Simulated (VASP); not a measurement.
OSZICAR of a VASP run on CeO2 (space group Fm-3m):

**OSZICAR**
```
       N       E                     dE             d eps       ncg     rms          rms(c)
DAV:   1     0.202542356077E+03    0.20254E+03   -0.99382E+03  1512   0.153E+03
DAV:   2    -0.726981023552E+01   -0.20981E+03   -0.20021E+03  2408   0.277E+02
DAV:   3    -0.329910469517E+02   -0.25721E+02   -0.23363E+02  1720   0.128E+02
DAV:   4    -0.340399015791E+02   -0.10489E+01   -0.10487E+01  2456   0.252E+01
DAV:   5    -0.340885496366E+02   -0.48648E-01   -0.48646E-01  2424   0.461E+00    0.935E+02
DAV:   6    -0.338506715246E+02    0.23788E+00   -0.10983E+02  2200   0.548E+01    0.752E+01
DAV:   7    -0.587391014413E+02   -0.24888E+02   -0.10696E+03  2448   0.366E+02    0.801E+02
DAV:   8    -0.756407790196E+02   -0.16902E+02   -0.10107E+02  2296   0.136E+02    0.225E+02
DAV:   9    -0.490344295993E+02    0.26606E+02   -0.22484E+01  2136   0.526E+01    0.472E+02
DAV:  10    -0.459249590283E+02    0.31095E+01   -0.46450E+00  2344   0.188E+01    0.419E+02
DAV:  11    -0.455693352858E+02    0.35562E+00   -0.18808E-01  2360   0.339E+00    0.409E+02
DAV:  12    -0.414218998466E+02    0.41474E+01   -0.81928E-01  2304   0.888E+00    0.389E+02
DAV:  13    -0.296078148290E+02    0.11814E+02   -0.17332E+01  2088   0.382E+01    0.590E+01
DAV:  14    -0.305041856928E+02   -0.89637E+00   -0.27025E+00  2192   0.127E+01    0.184E+02
DAV:  15    -0.296628351735E+02    0.84135E+00   -0.75307E-01  2120   0.873E+00    0.707E+01
DAV:  16    -0.295520782662E+02    0.11076E+00   -0.12010E-01  2696   0.216E+00    0.900E+01
DAV:  17    -0.290715390021E+02    0.48054E+00   -0.54382E-01  2208   0.665E+00    0.308E+01
DAV:  18    -0.290006026757E+02    0.70936E-01   -0.53248E-02  2560   0.193E+00    0.336E+01
DAV:  19    -0.289726560823E+02    0.27947E-01   -0.73174E+00  2248   0.189E+01    0.251E+02
DAV:  20    -0.287352988838E+02    0.23736E+00   -0.36659E+00  2232   0.141E+01    0.101E+01
DAV:  21    -0.287884406226E+02   -0.53142E-01   -0.89275E-01  2232   0.656E+00    0.125E+02
DAV:  22    -0.287676122861E+02    0.20828E-01   -0.34966E-02  2640   0.147E+00    0.797E+01
DAV:  23    -0.287335522780E+02    0.34060E-01   -0.12343E-01  2216   0.262E+00    0.370E+01
DAV:  24    -0.287355220858E+02   -0.19698E-02   -0.39422E-03  2576   0.401E-01    0.349E+01
DAV:  25    -0.287300656144E+02    0.54565E-02   -0.28590E-01  2248   0.411E+00    0.315E+01
DAV:  26    -0.287257510021E+02    0.43146E-02   -0.17524E-02  2544   0.101E+00    0.106E+01
DAV:  27    -0.287249253126E+02    0.82569E-03   -0.31098E-03  2248   0.444E-01    0.717E+00
DAV:  28    -0.287246957931E+02    0.22952E-03   -0.12115E-03  2440   0.279E-01    0.133E+00
DAV:  29    -0.287247034958E+02   -0.77027E-05   -0.22163E-05  1832   0.420E-02    0.240E+00
DAV:  30    -0.287247000315E+02    0.34643E-05   -0.24105E-06  1528   0.136E-02    0.177E+00
DAV:  31    -0.287246908314E+02    0.92002E-05   -0.21267E-05  1952   0.352E-02    0.122E+00
DAV:  32    -0.287246880029E+02    0.28284E-05   -0.33817E-06  1432   0.157E-02    0.791E-01
DAV:  33    -0.287246852243E+02    0.27786E-05   -0.21978E-05  2064   0.363E-02    0.144E-01
DAV:  34    -0.287246850519E+02    0.17240E-06   -0.11224E-06   840   0.954E-03
   1 F= -.28724685E+02 E0= -.28724685E+02  d E =-.161791E-07
```

Question: Which electronic solver shows in the log?

Answer: It is blocked Davidson (ALGO = Normal, or the opening steps of other solvers). The INCAR had ALGO = Normal.

Question: How was spin treated?

Answer: Without spin polarisation: there is no mag entry.

Question: Can the final energy be trusted as converged?

Answer: Self-consistency was reached. It stopped with EDIFF = 1E-6, NELM = 100 (LDA (Ceperley-Alder, Perdew-Zunger), plane waves, VASP's LDA PAW potentials (set 64)).

The structure is a typed CeO2 crystal. The cell was not relaxed at this level. The run is not spin-polarised, so no magnetic state was tried.
